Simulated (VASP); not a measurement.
Computed with PBE GGA with D3 dispersion (zero damping), VASP's PBE PAW potentials (set 64) (plane waves; VASP).

The input files of a VASP run:

### INCAR
```
SYSTEM=MgH2
PREC=Accurate; ENCUT=520; LREAL=.FALSE.
LASPH=.TRUE.
EDIFF=1E-7; NELM=100; ALGO=Normal
ISMEAR=0; SIGMA=0.05
GGA=PE; IVDW=11
IBRION=2; NSW=30; ISIF=4
EDIFFG=-0.01
LWAVE=.FALSE.; LCHARG=.FALSE.
```

KPOINTS:
```
Automatic mesh
0
Gamma
5 5 7
0 0 0
```

POSCAR:
```
MgH2
1
    4.5409387890     0.0000000000     0.0000000000
    0.0000000000     4.5409387890     0.0000000000
    0.0000000000     0.0000000000     3.0333861920
Mg H
2 4
Direct
  0.0000000000   0.0000000000   0.0000000000
  0.5000000000   0.5000000000   0.5000000000
  0.3040415764   0.3040415764   1.0000000000
  0.8040415764   0.1959584236   0.5000000000
  0.1959584236   0.8040415764   0.5000000000
  0.6959584236   0.6959584236   0.0000000000
```

POTCAR, in this order: Mg H (PBE.64 set). Program: vasp_std.

Output

### OSZICAR
```
       N       E                     dE             d eps       ncg     rms          rms(c)
DAV:   1     0.353618887297E+01    0.35362E+01   -0.33368E+03   392   0.780E+02
DAV:   2    -0.181840704295E+02   -0.21720E+02   -0.20050E+02   528   0.836E+01
DAV:   3    -0.188916065321E+02   -0.70754E+00   -0.70754E+00   520   0.219E+01
DAV:   4    -0.188932418515E+02   -0.16353E-02   -0.16353E-02   560   0.108E+00
DAV:   5    -0.188932460157E+02   -0.41641E-05   -0.41641E-05   544   0.378E-02    0.649E+00
DAV:   6    -0.179628474837E+02    0.93040E+00   -0.74735E-01   424   0.515E+00    0.332E+00
DAV:   7    -0.176400761674E+02    0.32277E+00   -0.99052E-01   384   0.642E+00    0.498E-01
DAV:   8    -0.176491390154E+02   -0.90628E-02   -0.19927E-02   464   0.111E+00    0.938E-02
DAV:   9    -0.176490063648E+02    0.13265E-03   -0.82443E-04   536   0.210E-01    0.197E-02
DAV:  10    -0.176490271441E+02   -0.20779E-04   -0.40327E-05   472   0.547E-02    0.965E-03
DAV:  11    -0.176490259927E+02    0.11514E-05   -0.58943E-06   536   0.127E-02    0.192E-03
DAV:  12    -0.176490259716E+02    0.21092E-07   -0.20491E-07   472   0.366E-03
   1 F= -.18360645E+02 E0= -.18360645E+02  d E =-.183606E+02
       N       E                     dE             d eps       ncg     rms          rms(c)
DAV:   1    -0.176492724503E+02   -0.24646E-03   -0.21099E-03   496   0.350E-01    0.194E-02
DAV:   2    -0.176492700843E+02    0.23659E-05   -0.14365E-05   416   0.329E-02    0.118E-02
DAV:   3    -0.176492688808E+02    0.12036E-05   -0.72162E-06   488   0.160E-02    0.121E-03
DAV:   4    -0.176492688909E+02   -0.10150E-07   -0.12996E-07   392   0.296E-03
   2 F= -.18360877E+02 E0= -.18360877E+02  d E =-.231647E-03
       N       E                     dE             d eps       ncg     rms          rms(c)
DAV:   1    -0.176495676504E+02   -0.29877E-03   -0.10841E-02   496   0.793E-01    0.440E-02
DAV:   2    -0.176495546955E+02    0.12955E-04   -0.74002E-05   416   0.746E-02    0.268E-02
DAV:   3    -0.176495477358E+02    0.69597E-05   -0.37443E-05   472   0.365E-02    0.275E-03
DAV:   4    -0.176495478631E+02   -0.12726E-06   -0.67874E-07   416   0.675E-03    0.143E-03
DAV:   5    -0.176495479215E+02   -0.58402E-07   -0.11590E-07   400   0.244E-03
   3 F= -.18361139E+02 E0= -.18361139E+02  d E =-.493476E-03
```

OUTCAR:
```
------------------------ aborting loop because EDIFF is reached ----------------------------------------
 Edisp (eV)   -0.71159
  FORCE on cell =-STRESS in cart. coord.  units (eV):
  Direction    XX          YY          ZZ          XY          YZ          ZX
  --------------------------------------------------------------------------------------
  Total      -1.07944    -1.07944    -1.11307     0.00000     0.00000     0.00000
  in kB     -27.64963   -27.64963   -28.51106     0.00000     0.00000     0.00000
  external pressure =      -27.94 kB  Pullay stress =        0.00 kB
  volume of cell :       62.55
      direct lattice vectors                 reciprocal lattice vectors
     4.549417867  0.000000000  0.000000000     0.219808342  0.000000000  0.000000000
    -0.000000000  4.549417867  0.000000000    -0.000000000  0.219808342  0.000000000
     0.000000000  0.000000000  3.022089648     0.000000000  0.000000000  0.330896868
 POSITION                                       TOTAL-FORCE (eV/Angst)
 -----------------------------------------------------------------------------------
      0.00000      0.00000      0.00000         0.000000      0.000000      0.000000
      2.27471      2.27471      1.51104         0.000000      0.000000      0.000000
      1.38443      1.38443      0.00000        -0.001228     -0.001228      0.000000
      3.65914      0.89028      1.51104        -0.001228      0.001228      0.000000
      0.89028      3.65914      1.51104         0.001228     -0.001228      0.000000
      3.16499      3.16499      0.00000         0.001228      0.001228      0.000000
 -----------------------------------------------------------------------------------
    total drift:                                0.000000      0.000000      0.000000
  FREE ENERGIE OF THE ION-ELECTRON SYSTEM (eV)
  ---------------------------------------------------
  free  energy   TOTEN  =       -18.3611385046 eV

  energy  without entropy=      -18.3611385046  energy(sigma->0) =      -18.36113850

 reached required accuracy - stopping structural energy minimisation
```
(Selected blocks of OUTCAR.)

**CONTCAR**
```
MgH2
   1.00000000000000
     4.5494178666347560    0.0000000000000000    0.0000000000000000
    -0.0000000000000000    4.5494178666347560    0.0000000000000000
     0.0000000000000000    0.0000000000000000    3.0220896484121789
  Mg              H
     2     4
Direct
     0.0000000000000000    0.0000000000000000    0.0000000000000000
     0.5000000000000000    0.5000000000000000    0.5000000000000000
     0.3043087326685260    0.3043087326685260    0.0000000000000000
     0.8043087326685260    0.1956912673314740    0.5000000000000000
     0.1956912673314740    0.8043087326685260    0.5000000000000000
     0.6956912673314740    0.6956912673314740    0.0000000000000000
```

The compound is MgH2 in the rutile structure. This cell is one point of a volume scan, at 1.06 of the reference volume. Symmetry was kept, so distortions that lower it aren't found.
